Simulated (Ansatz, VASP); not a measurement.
# Sr7Al4Si23O59 in two plane-wave programs

Wanted: the spread between two codes on one cell, functional and k mesh. Of the first pair: The structure shown is frame 70 of Ansatz's trajectory.

Calculated with Ansatz 0.2.0; plane waves, with VASP 6.6.1 beside it; single point at PBE.

## (1) The starting structure

The cell holds 93 atoms: 23 Si, 4 Al, 7 Sr and 59 O. Its edges and angles: a = 11.024 Å, b = 11.024 Å, c = 11.024 Å, α = 90.0°, β = 90.0°, γ = 90.0°. As first built, before any earlier steps moved the atoms (in the runner's words): 93 atoms (23 Si, 4 Al, 7 Sr, 59 O) placed at random at 2.81 g/cm^3, melted at 4000 K for 10 ps at fixed volume with the Morse and Coulomb pair potential with partial charges (Pedone, Malavasi, Menziani, Cormack and Segre, J. Phys. Chem. B 110, 11780 (2006)). Quenched from 4000 K to 300 K at 10 K/ps and fixed volume, held 10 ps at zero pressure, then minimised at fixed cell.

## (2) Ansatz: dynamics, PBE

Ansatz runs on its default PAW (the set named soft_2) files.

One frame of this run of dynamics is then solved in both programs, so the motion causes no difference.

input.yaml reads:

```yaml
crystal:
  lattice:
    - [11.02368, 0.0, 0.0]
    - [0.0, 11.02368, 0.0]
    - [0.0, 0.0, 11.02368]
  atoms:
    - { symbol: Si, position: [0.05188, 0.74407, 0.72664] }
    - { symbol: Si, position: [0.63536, 0.39931, 0.78243] }
    - { symbol: Si, position: [0.28856, 0.68734, 0.3468] }
    - { symbol: Si, position: [0.92543, 0.99569, 0.77768] }
    - { symbol: Si, position: [0.81678, 0.07852, 0.46928] }
    - { symbol: Si, position: [0.06678, 0.81455, 0.23855] }
    - { symbol: Si, position: [0.64642, 0.95119, 0.84921] }
    - { symbol: Si, position: [0.49261, 0.83032, 0.64514] }
    - { symbol: Si, position: [0.80905, 0.61784, 0.74346] }
    - { symbol: Si, position: [0.34375, 0.95542, 0.05284] }
    - { symbol: Si, position: [0.3839, 0.34404, 0.09383] }
    - { symbol: Si, position: [0.10613, 0.48642, 0.43318] }
    - { symbol: Si, position: [0.22294, 0.70914, 0.95393] }
    - { symbol: Si, position: [0.237, 0.85758, 0.56548] }
    - { symbol: Si, position: [0.74713, 0.74104, 0.99296] }
    - { symbol: Si, position: [0.23028, 0.15832, 0.22583] }
    - { symbol: Si, position: [0.08874, 0.03705, 0.43117] }
    - { symbol: Si, position: [0.01393, 0.32554, 0.20294] }
    - { symbol: Si, position: [0.41235, 0.58231, 0.77077] }
    - { symbol: Si, position: [0.61032, 0.2459, 0.54264] }
    - { symbol: Si, position: [0.79261, 0.14537, 0.20058] }
    - { symbol: Si, position: [0.9417, 0.94722, 0.04385] }
    - { symbol: Si, position: [0.88147, 0.63176, 0.34692] }
    - { symbol: Al, position: [0.19806, 0.40119, 0.69937] }
    - { symbol: Al, position: [0.72888, 0.8041, 0.53122] }
    - { symbol: Al, position: [0.60155, 0.20629, 0.98754] }
    - { symbol: Al, position: [0.12413, 0.45934, 0.9858] }
    - { symbol: Sr, position: [0.47521, 0.68426, 0.08501] }
    - { symbol: Sr, position: [0.92628, 0.32403, 0.64537] }
    - { symbol: Sr, position: [0.41122, 0.11522, 0.73197] }
[... 57 atom lines left out ...]
    - { symbol: O, position: [0.2475, 0.2584, 0.71573] }
    - { symbol: O, position: [0.29125, 0.79767, 0.44526] }
    - { symbol: O, position: [0.98999, 0.5789, 0.43596] }
    - { symbol: O, position: [0.68386, 0.19721, 0.12286] }
    - { symbol: O, position: [0.95286, 0.63749, 0.72123] }
    - { symbol: O, position: [0.15162, 0.75541, 0.62256] }
kpoints:
  mp_grid: { grid: [1, 1, 1] }
hamiltonian:
  xc: pbe
scf:
  occupations: { method: fixed }
output:
  forces: true
  stress: true
md:
  timestep: 1.0
  n_steps: 209
  ensemble: nvt_langevin
  temperature: 300
  initial_velocities: maxwell_boltzmann
  seed: 9162
```

Started as:

```
> ansatz run input.yaml --threads 4 --pin off --max-ram 8192MiB --backend cpu --events-out ev --progress --plain --runs-dir out
```

Numbers of over 12 decimals in the logs are rounded to 6 here.

The log of the run:

```text
Warning: md: disabling space-group detection — thermal motion breaks the input geometry's symmetry, so no spatial operation reduces the k-mesh or symmetrises the density; time reversal is kept, so that k and −k are solved as one point where they differ and the mesh holds both, and exact exchange and, on two spinor components, a DFT+U term hold to it where the run has them: on two components no moment then forms, and  [...]
Warning: output.stress: scf.convergence.dr2_threshold = 9.3e-8 eV (the default of an md: trajectory) is looser than the 9.3e-9 eV advised for a printed stress (1e-10 eV for each atom of the cell: 93). What an SCF threshold leaves in a stress goes as its square root, and in the free energy as the threshold itself, and one threshold admits the most on a small cell: [figures from the program's tests cut] Set scf.converg [...]
Engine: ansatz 0.2.0, x86_64-unknown-linux-gnu
Pseudopotentials: kind: paw
Pseudopotential: Si, paw, valence charge 4, recommended cutoff 420 eV (normal), Si.paw.azcp
Pseudopotential: Al, paw, valence charge 3, recommended cutoff 420 eV (normal), Al.paw.azcp
Pseudopotential: Sr, paw, valence charge 10, recommended cutoff 420 eV (normal), Sr.paw.azcp
Pseudopotential: O, paw, valence charge 6, recommended cutoff 420 eV (normal), O.paw.azcp
Functional definition: PBE
  parameter kappa = 0.804
  parameter beta = 0.066725
  exchange = pbe_x(kappa = kappa, mu = beta*pi^2/3)
  correlation = pbe_c(beta = beta)
Crystal: 93 atoms, lattice volume = 1339.614 Å³
Basis set: ecut = 420 eV, 26145 PW (Γ), exchange–correlation on 150×150×150 points (8 copies of the dense FFT grid, shifted against one another)
Bands: 357, of which v1, the nominal top of the filled ones, is band 264 counted from 1 (263 counted from 0)
Symmetry: 1 space group operations
k-points: 1
Non-local potential: Si, projectors of the file, l = 0: 2, l = 1: 2, l = 2: 2
Non-local potential: Al, projectors of the file, l = 0: 2, l = 1: 2, l = 2: 1
Non-local potential: Sr, projectors of the file, l = 0: 3, l = 1: 2, l = 2: 2
Non-local potential: O, projectors of the file, l = 0: 2, l = 1: 2, l = 2: 1
PAW form: soft (Blöchl's): semilocal exchange-correlation on the pseudo side does not see the compensation charge
PAW one-centre angular grid: Si, 110 points (default); XC on 64 Gauss nodes
PAW one-centre angular grid: Al, 110 points (default); XC on 64 Gauss nodes
PAW one-centre angular grid: Sr, 110 points (default); XC on 64 Gauss nodes
PAW one-centre angular grid: O, 110 points (default); XC on 64 Gauss nodes
Initial density: superposition of atomic densities (neutral atoms: chi_scale 0, normalization atom), corrected by the library's trained network
Initial wavefunctions: pseudopotential atomic-orbital guess
Functional: x = pbe(κ = 0.804, μ = 0.219515), c = pbe(β = 0.066725)
SCF iter   1: F=—  HF=-75172.735707 eV  |F-HF|=—  |Δ(HF+E_count)|=         —  Δρ=1.88e-3  dr2=5.23e-2  ethr=1.77e-3  ⟨swp⟩=6.0  Hψ=1281  notcnv=0  defer=91
preconditioner: auto → Resta (q_TF=auto, 2.336 Å⁻¹)  ε∞=3.0  [insulator: Δε(μ)=3.641 eV  Ē_g=16.160 eV  n_scr=256 (ndim 8)  ℏωp=23.0 eV  f_vac=0.146  ε∞_Penn≈3.0]
SCF iter   2: F=—  HF=-75172.749585 eV  |F-HF|=—  |Δ(HF+E_count)|=   1.39e-2  Δρ=1.02e-3  dr2=1.24e-2  ethr=9.90e-6  ⟨swp⟩=4.0  Hψ=711  notcnv=0  defer=91
SCF iter   3: F=—  HF=-75172.753328 eV  |F-HF|=—  |Δ(HF+E_count)|=   3.74e-3  Δρ=4.64e-4  dr2=3.51e-3  ethr=2.35e-6  ⟨swp⟩=3.0  Hψ=480  notcnv=0  defer=78
automatic band count: iteration 3 solves 344 bands in place of 357: the levels show a gap, and the empty bands left out lie too high to hold charge; the band table lists the bands solved (type scf.n_extra_bands for more)
SCF iter   4: F=—  HF=-75172.754284 eV  |F-HF|=—  |Δ(HF+E_count)|=   9.56e-4  Δρ=1.37e-4  dr2=3.13e-4  ethr=6.65e-7  ⟨swp⟩=2.0  Hψ=479  notcnv=0  defer=78
SCF iter   5: F=—  HF=-75172.754389 eV  |F-HF|=—  |Δ(HF+E_count)|=   1.05e-4  Δρ=7.72e-5  dr2=8.11e-5  ethr=5.93e-8  ⟨swp⟩=2.0  Hψ=478  notcnv=0  defer=78
[...]
automatic band count: iteration 1 solves 344 bands in place of 357: the levels show a gap, and the empty bands left out lie too high to hold charge; the band table lists the bands solved (type scf.n_extra_bands for more)
md step   206: t =   206.00 fs  T =   300.5 K  F+E_penalty+E_count = -75173.78396121 eV  E_kin = 3.612680 eV  P_inst = 1.2304 GPa  (6 SCF iters)
[...]
md step   207: t =   207.00 fs  T =   310.3 K  F+E_penalty+E_count = -75173.80819356 eV  E_kin = 3.729737 eV  P_inst = 1.2383 GPa  (6 SCF iters)
[...]
md step   208: t =   208.00 fs  T =   315.9 K  F+E_penalty+E_count = -75173.83811985 eV  E_kin = 3.797669 eV  P_inst = 1.2345 GPa  (6 SCF iters)
[...]
md step   209: t =   209.00 fs  T =   307.7 K  F+E_penalty+E_count = -75173.87973713 eV  E_kin = 3.698539 eV  P_inst = 1.2043 GPa  (8 SCF iters)
SCF converged after 8 iterations
Free energy (F): -75173.879737 eV
Harris-Foulkes:  -75173.879737 eV  (|F-HF|=5.82e-9)
Internal energy: -75173.879737 eV  (E = F + TS)
E sigma→0 (E₀):  -75173.879737 eV
Fermi energy:    3.944964 eV
--- Per-component energies (eV) ---
  E_band       = -2503.591000
  E_kinetic    = 13353.071894
  E_local      = -35300.689933  (includes V_loc(G=0)·N_el)
  E_nonlocal   = 4835.876064
  E_hartree    = 12537.415985
  E_xc         = -7046.381156
  E_vxc        = -7948.586209  (∫ρ·V_xc dr)
  E_paw        = -41899.502553  (= ΣΔE_a)
  E_vpaw       = -2518.244303  (= ΣTr[D̂ρ^β])
  E_aug_tail   = 0.149631  (compensation charges beyond the density's cutoff)
  E_ewald      = -21653.819669
  E_smearing   = -0.000000  (= −TS)
  E_closure    = 0.000000  (closes the sum)
  Σ components = -75173.879737   (vs F -75173.879737, Δ=0.00e0)
--- Forces (eV/Å), atoms counted from 1 ---
  atom   1  Si     0.20594627     0.30733187     0.44336203
  atom   2  Si    -0.37493977     1.03478416    -0.83133731
  atom   3  Si    -1.52706556    -1.12712193    -0.04513622
  atom   4  Si     0.14573454     1.03662029    -0.74406692
  atom   5  Si     0.52786817     0.96603857     0.24815244
  atom   6  Si    -0.20949059     1.46908662    -1.06029045
  atom   7  Si     0.61700990    -2.23224836    -0.27910180
  atom   8  Si     0.44708478     0.10035838    -0.78311434
  atom   9  Si     0.55851850     0.23811503     0.26019043
  atom  10  Si    -0.47608513    -1.86993189     1.62343389
  atom  11  Si     0.30201259     0.41088205    -0.37218812
  atom  12  Si    -0.03747858     0.90046521     0.02667115
  atom  13  Si    -0.48652536    -2.80800339    -1.03981089
  atom  14  Si    -0.69472308     0.94579034     0.29288508
  atom  15  Si     1.06538041    -0.94591817     0.68802449
  atom  16  Si    -0.25259596     0.00950444     0.23970767
  atom  17  Si    -0.92946160     0.04854630     1.34054188
  atom  18  Si     0.73136702    -0.26151952    -1.85819386
  atom  19  Si    -0.51056903     0.52489527    -0.48090527
  atom  20  Si     0.75454020    -1.13761241     1.34062951
  atom  21  Si    -0.24804126    -0.74910498     1.97997786
  atom  22  Si     0.72816081     1.40880298     0.65116443
  atom  23  Si     0.99665678    -0.03641881     0.86000987
  atom  24  Al     0.19745341     1.19380757    -0.59954720
[...]
atom  86  O     -0.63110263    -0.39392175     0.54808570
  atom  87  O     -0.02803981     0.18992852    -0.24588962
  atom  88  O      0.48699602    -0.86611225    -0.11895177
  atom  89  O      0.11734483    -1.49703457    -1.26346672
  atom  90  O      0.20889768     0.23698150    -0.89281919
  atom  91  O     -0.24682327     0.13021011     0.41705845
  atom  92  O     -0.94794497    -1.55532050     0.06253120
  atom  93  O      0.80866177     0.40022040    -1.01991854
  max |Σ_I F_I| component: 2.02e-4 eV/Å
--- Stress (GPa, compression-positive) ---
        1.187699      -2.042686       0.031074
       -2.042690      -0.382853      -0.444157
        0.031071      -0.444152       1.923337
  P = ⅓ Tr σ = 0.9094 GPa (9.094 kbar)
--- MD trajectory: 209 steps, t = 0.0 → 209.0 fs ---
  final state: T = 307.7 K   F+E_penalty+E_count = -75173.87973713 eV   E_kin = 3.698539 eV
```

Reading the cycles: dr2 is the Hartree energy of the density residual (eV), the measure of convergence; HF is the Harris–Foulkes estimate of the energy, which meets the free energy F at convergence.

## (3) VASP: single point, PBE, pair 1

The same cell, functional and mesh now go to VASP, with its own data sets.

Lines of VASP's logs that name or quote its potential files are left out, and so is its time.

INCAR reads:

```
SYSTEM = Sr7Al4Si23O59
PREC = Accurate
ENCUT = 520
EDIFF = 1E-06
NELM = 120
ISMEAR = 0
SIGMA = 0.01
LREAL = Auto
ALGO = Normal
GGA = PE
NBANDS = 336
LORBIT = 11
LWAVE = .FALSE.
LCHARG = .FALSE.
ISIF = 2
LASPH = .TRUE.
GGA_COMPAT = .FALSE.
EFERMI = MIDGAP
NCORE = 2
```

POSCAR reads:

```
Sr7Al4Si23O59
1.0
   11.0236800000      0.0000000000      0.0000000000
    0.0000000000     11.0236800000      0.0000000000
    0.0000000000      0.0000000000     11.0236800000
Si Al Sr O
23 4 7 59
Direct
    0.0643614474      0.7507565532      0.7280871723
    0.6354683735      0.4044747308      0.7781974803
    0.2811130221      0.6759358037      0.3445310459
    0.9271495544      0.9948855555      0.7905527011
    0.8237358124      0.0798916514      0.4647540567
    0.0606512526      0.8122605155      0.2468867021
    0.6499644402      0.9542729833      0.8497162472
    0.4956239659      0.8222299631      0.6473065256
    0.8139568638      0.6254898546      0.7516183343
    0.3413197771      0.9631357224      0.0511081599
    0.3814787802      0.3460731806      0.0898792418
    0.0975536300      0.4874778658      0.4344828587
    0.2381418909      0.7076039943      0.9427251154
    0.2402010944      0.8544787222      0.5595499869
    0.7474454991      0.7407145345      0.9927809951
    0.2260043833      0.1640377805      0.2218587622
    0.0946689309      0.0307519812      0.4298201689
    0.0171176957      0.3296811954      0.2088776162
    0.4130018288      0.5789627420      0.7595376499
    0.6005889140      0.2469411304      0.5339142646
    0.7967665970      0.1539322622      0.1953703301
    0.9349600134      0.9408654823      0.0536300038
    0.8694646434      0.6349966617      0.3426714128
    0.1929482714      0.4054362971      0.7081845627
    0.7394989695      0.8056474789      0.5405998723
    0.6047980348      0.2134042352      0.9847437516
    0.1231530669      0.4567530988      0.9821493367
    0.4722923742      0.6684700572      0.0866679729
    0.9181144591      0.3220430927      0.6451928938
    0.4159953845      0.1289133937      0.7303368748
[... 57 atom lines left out ...]
    0.2564388661      0.2580354292      0.7292120236
    0.2899666899      0.7933920433      0.4366146332
    0.9809609858      0.5794163111      0.4355351389
    0.6918016488      0.2118530291      0.1172385265
    0.9615391593      0.6381262881      0.7373671950
    0.1477637232      0.7498040582      0.6085263723
```

KPOINTS reads:

```
Automatic mesh
0
Gamma
1 1 1
0 0 0
```

Potentials, in the order of the species: Si, Al, Sr_sv and O (PBE family, release 64).

Started as:

```
> mpirun -np 8 vasp_gam
```

The log of the run:

```text
[banner, memory and clock lines left out]
running    8 mpi-ranks, on    1 nodes
[...]
LDA part: xc-table for (Slater+PW92), standard interpolation
 POSCAR, INCAR and KPOINTS ok, starting setup
[...]
entering main loop
       N       E                     dE             d eps       ncg     rms          rms(c)
DAV:   1     0.496107707336E+04    0.49611E+04   -0.31172E+05   672   0.155E+03
DAV:   2    -0.352365043913E+03   -0.53134E+04   -0.51242E+04   832   0.382E+02
DAV:   3    -0.795124716552E+03   -0.44276E+03   -0.43987E+03   808   0.115E+02
DAV:   4    -0.806736212455E+03   -0.11611E+02   -0.11571E+02   848   0.189E+01
[...]
DAV:  18    -0.702955266890E+03   -0.60155E-06   -0.22427E-05   880   0.907E-03    0.170E-02
DAV:  19    -0.702955265823E+03    0.10667E-05   -0.77910E-06   760   0.799E-03    0.764E-03
DAV:  20    -0.702955266767E+03   -0.94351E-06   -0.58673E-06   728   0.569E-03
   1 F= -.70295527E+03 E0= -.70295527E+03  d E =0.000000E+00
```

OUTCAR, selected parts (step 3):

```text
  Total       18.2790041      6.2328530     35.8482062     -9.7612131     -3.9675438     -1.7617549
  in kB       21.8616692      7.4544855     42.8744160    -11.6744004     -4.7451781     -2.1070569
  external PRESSURE =      24.0635236 kB  Pullay stress =       0.0000000 kB

 POSITION                                       TOTAL-FORCE (eV/Angst)
 -----------------------------------------------------------------------------------
      0.70950      8.27610      8.02620        -3.094507     -0.040398     -0.367256
      7.00520      4.45880      8.57860         0.651681     -1.145795     -0.925139
      3.09890      7.45130      3.79800        -0.574605      0.714845     -0.777151
     10.22060     10.96730      8.71480         0.353448      1.410985      0.055338
      9.08060      0.88070      5.12330         0.358505      0.936605      0.294216
      0.66860      8.95410      2.72160         0.852244     -0.781814      0.484051
      7.16500     10.51960      9.36700        -0.682888      1.133967      0.256019
      5.46360      9.06400      7.13570         0.433911     -0.007854     -0.550092
[...]
5.64410     10.64510      3.88600        -0.255987      0.355689     -0.453887
      1.68060      1.94470      9.95750         0.327427     -0.350120     -0.229122
      6.48760      5.83150      3.75560        -0.284666      0.247158      0.120047
      8.38830      4.96750      0.92990         0.642787      0.015836     -0.025940
      5.24880      4.93440      1.47120         0.460585      1.090583      0.228564
[...]
-----------------------------------------------------------------------------------
    total drift:                               -0.046422      0.043205     -0.022746

  FREE ENERGIE OF THE ION-ELECTRON SYSTEM (eV)
  ---------------------------------------------------
  free  energy   TOTEN  =      -702.9552667667 eV

  energy  without entropy=     -702.9552667667  energy(sigma->0) =     -702.95526677

[... 3 further parts left out ...]
[key lines of the parts left out:]
E-fermi :   3.9161
```

The run ends at a pressure of 2.41 GPa, with forces up to 3.1 eV/Å.

## (4) Comparison

Known differences besides the potentials themselves: fixed occupations in Ansatz, narrow Gaussian smearing in VASP; the cutoff is 420 eV in Ansatz and 520 eV in VASP (PREC = Accurate, projectors in real space). Total energies have different zeros and are not compared.

Forces on 9 of the 93 atoms, those with the largest forces and the largest differences (eV/Å; atoms numbered as in POSCAR):

```csv
atom,"Ansatz x, y, z","VASP x, y, z"
Si1,"-3.060, -0.012, -0.372","-3.095, -0.040, -0.367"
Si10,"1.260, -0.124, -1.980","1.210, -0.169, -1.975"
Si16,"1.993, -1.526, -0.048","2.006, -1.574, -0.038"
Si17,"0.660, 2.852, 0.308","0.665, 2.909, 0.336"
Si20,"1.286, -0.898, 0.322","1.330, -0.911, 0.390"
O36,"-0.043, -0.433, -0.547","-0.111, -0.482, -0.566"
O54,"-0.698, -2.446, -0.976","-0.700, -2.488, -1.007"
O80,"-1.781, 0.203, -1.260","-1.791, 0.208, -1.267"
O85,"-1.475, -1.117, 1.093","-1.518, -1.191, 1.114"
```

The forces differ by 25 meV/Å r.m.s., which is 3.4 % of the r.m.s. force of 0.751 eV/Å (both taken over all components).

## (5) Ansatz: dynamics, PBE

One frame of this run of dynamics is then solved in both programs, so the motion causes no difference.

The structure compared here is frame 140 of Ansatz's trajectory.

input.yaml is that of step 2.

Started as:

```
> ansatz run input.yaml --threads 4 --pin off --max-ram 8192MiB --backend cpu --events-out ev --progress --plain --runs-dir out
```

The log of the run:

```text
[...]
Crystal: 93 atoms, lattice volume = 1339.614 Å³
Basis set: ecut = 420 eV, 26145 PW (Γ), exchange–correlation on 150×150×150 points (8 copies of the dense FFT grid, shifted against one another)
Bands: 357, of which v1, the nominal top of the filled ones, is band 264 counted from 1 (263 counted from 0)
Symmetry: 1 space group operations
k-points: 1
[...]
atom  92  O     -0.94794497    -1.55532050     0.06253120
  atom  93  O      0.80866177     0.40022040    -1.01991854
  max |Σ_I F_I| component: 2.02e-4 eV/Å
--- Stress (GPa, compression-positive) ---
        1.187699      -2.042686       0.031074
       -2.042690      -0.382853      -0.444157
        0.031071      -0.444152       1.923337
  P = ⅓ Tr σ = 0.9094 GPa (9.094 kbar)
--- MD trajectory: 209 steps, t = 0.0 → 209.0 fs ---
[...]
[key lines of the parts left out:]
SCF converged after 8 iterations
Free energy (F): -75173.879737 eV
Fermi energy:    3.944964 eV
```

(Continued in part 2 of 2.)

[Lines on the potential files, build, host, timing and source positions are cut from VASP's logs without a mark.]

[Logs are printed without paths, hosts, clocks, repeated set-up lines and the standing remarks that a program may print on its own settings, such as how far it seeks lower states.]

[Hosts, paths, dates, database ids (printed as entryN), source tags and the programs' standing remarks are cut or masked in the printed files.]
